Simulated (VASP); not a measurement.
All values below come from rev-vdW-DF2, VASP's PBE PAW potentials (set 64) (plane waves; VASP).

VASP input:

**POSCAR**
```
HgTe
4.7554250
  0.0000000000   0.7071068222   0.7071068222
  0.7071068222   0.0000000000   0.7071068222
  0.7071068222   0.7071068222   0.0000000000
Hg Te
1 1
direct
  0.0000000000   0.0000000000   0.0000000000
  0.2500000000   0.2500000000   0.2500000000
```

**INCAR**
```
SYSTEM  =  HgTe
PREC  =  Accurate; ENCUT  =  520; LREAL  =  F
LASPH  =  T
EDIFF  =  1E-7; NELM  =  100; ALGO  =  Normal
LMAXMIX  =  6
ISMEAR  =  1; SIGMA  =  0.1
GGA  =  MK; LUSE_VDW  =  T; AGGAC  =  0.0
PARAM1  =  0.1234568; PARAM2  =  0.7114; ZAB_VDW  =  -1.8867
ISIF  =  2
LWAVE  =  F; LCHARG  =  F
```

KPOINTS:
```
Regular mesh
0
Gamma
  10 10 10
0 0 0
```

POTCAR, in this order: Hg Te (PBE.64 set). Program: vasp_std.

Output of the run:

**OSZICAR**
```
       N       E                     dE             d eps       ncg     rms          rms(c)
DAV:   1     0.109216176313E+03    0.10922E+03   -0.79206E+03  1222   0.117E+03
DAV:   2     0.480754285231E+01   -0.10441E+03   -0.98764E+02  1347   0.261E+02
DAV:   3     0.373513015700E+00   -0.44340E+01   -0.44139E+01  1477   0.554E+01
DAV:   4     0.328336294826E+00   -0.45177E-01   -0.45167E-01  1725   0.513E+00
DAV:   5     0.328186214997E+00   -0.15008E-03   -0.15008E-03  1462   0.279E-01    0.606E+00
DAV:   6     0.525853502569E+00    0.19767E+00   -0.49138E-01  1402   0.954E+00    0.502E+00
DAV:   7     0.531123580151E+00    0.52701E-02   -0.88865E-02  1302   0.226E+00    0.198E+00
DAV:   8     0.531902846593E+00    0.77927E-03   -0.77065E-03  1297   0.116E+00    0.518E-01
DAV:   9     0.531970829470E+00    0.67983E-04   -0.79749E-04  1437   0.325E-01    0.744E-02
DAV:  10     0.531950304589E+00   -0.20525E-04   -0.85341E-05  1281   0.979E-02    0.423E-02
DAV:  11     0.531942352383E+00   -0.79522E-05   -0.15315E-05  1387   0.314E-02    0.131E-02
DAV:  12     0.531942757582E+00    0.40520E-06   -0.20394E-06  1313   0.105E-02    0.782E-03
DAV:  13     0.531942817827E+00    0.60245E-07   -0.11381E-07   844   0.339E-03
   1 F= 0.53194282E+00 E0= 0.53187978E+00  d E =0.189128E-03
```

**OUTCAR**
```
------------------------ aborting loop because EDIFF is reached ----------------------------------------
  FORCE on cell =-STRESS in cart. coord.  units (eV):
  Direction    XX          YY          ZZ          XY          YZ          ZX
  --------------------------------------------------------------------------------------
  Total       -0.9052060     -0.9052060     -0.9052060      0.0000000     -0.0000000      0.0000000
  in kB      -19.0723805    -19.0723805    -19.0723805      0.0000000     -0.0000000      0.0000000
  external PRESSURE =     -19.0723805 kB  Pullay stress =       0.0000000 kB
  volume of cell :       76.04
      direct lattice vectors                 reciprocal lattice vectors
     0.000000000  3.362593460  3.362593460    -0.148694752  0.148694752  0.148694752
     3.362593460  0.000000000  3.362593460     0.148694752 -0.148694752  0.148694752
     3.362593460  3.362593460  0.000000000     0.148694752  0.148694752 -0.148694752
 POSITION                                       TOTAL-FORCE (eV/Angst)
 -----------------------------------------------------------------------------------
      0.00000      0.00000      0.00000        -0.000000     -0.000000     -0.000000
      1.68130      1.68130      1.68130         0.000000      0.000000      0.000000
 -----------------------------------------------------------------------------------
    total drift:                                0.000000      0.000000      0.000000
  FREE ENERGIE OF THE ION-ELECTRON SYSTEM (eV)
  ---------------------------------------------------
  free  energy   TOTEN  =         0.5319428178 eV

  energy  without entropy=        0.5317536896  energy(sigma->0) =        0.53187978
```
(Selected blocks of OUTCAR.)

### OUTCAR
```
 val. band max:        1.7240423252   @ k =   0.1000   0.0000   0.0000

 cond. band min:       1.8122007855   @ k =   0.0000   0.0000   0.0000


 Fermi energy:         1.8107090893

 k-point     1 :       0.0000    0.0000    0.0000
  band No.  band energies     occupation
      1      -9.4408      2.00000
      2      -4.9243      2.00000
      3      -4.9243      2.00000
      4      -4.9243      2.00000
      5      -4.5295      2.00000
      6      -4.5295      2.00000
      7       0.7000      2.00000
      8       1.8122      0.97476
      9       1.8122      0.97476
     10       1.8122      0.97476
     11       6.1967      0.00000
     12       6.1967      0.00000
     13       6.1967      0.00000

 k-point     2 :       0.1000    0.0000    0.0000
  band No.  band energies     occupation
      1      -9.4020      2.00000
      2      -4.9137      2.00000
      3      -4.9137      2.00000
      4      -4.9065      2.00000
      5      -4.5304      2.00000
      6      -4.5304      2.00000
      7       0.1245      2.00000
      8       1.7240      2.01038
      9       1.7240      2.01038
     10       2.1801     -0.00000
     11       6.0327      0.00000
     12       6.3247      0.00000
     13       6.3247      0.00000

 k-point     3 :       0.2000    0.0000    0.0000
  band No.  band energies     occupation
      1      -9.2975      2.00000
      2      -4.8871      2.00000
      3      -4.8871      2.00000
      4      -4.8403      2.00000
      5      -4.5311      2.00000
      6      -4.5311      2.00000
      7      -0.8447      2.00000
      8       1.5118      2.00020
      9       1.5118      2.00020
     10       2.4965     -0.00000
     11       6.1969      0.00000
     12       6.6035      0.00000
     13       6.6035      0.00000

 k-point     4 :       0.3000    0.0000    0.0000
  band No.  band energies     occupation
      1      -9.1625      2.00000
      2      -4.8576      2.00000
      3      -4.8576      2.00000
...
```

Unless said otherwise, spin-orbit coupling is left out, though it shifts the bands of the heavy elements here.

The compound is HgTe in the zinc blende structure. This cell is one point of a volume scan, at 1.06 of the reference volume.
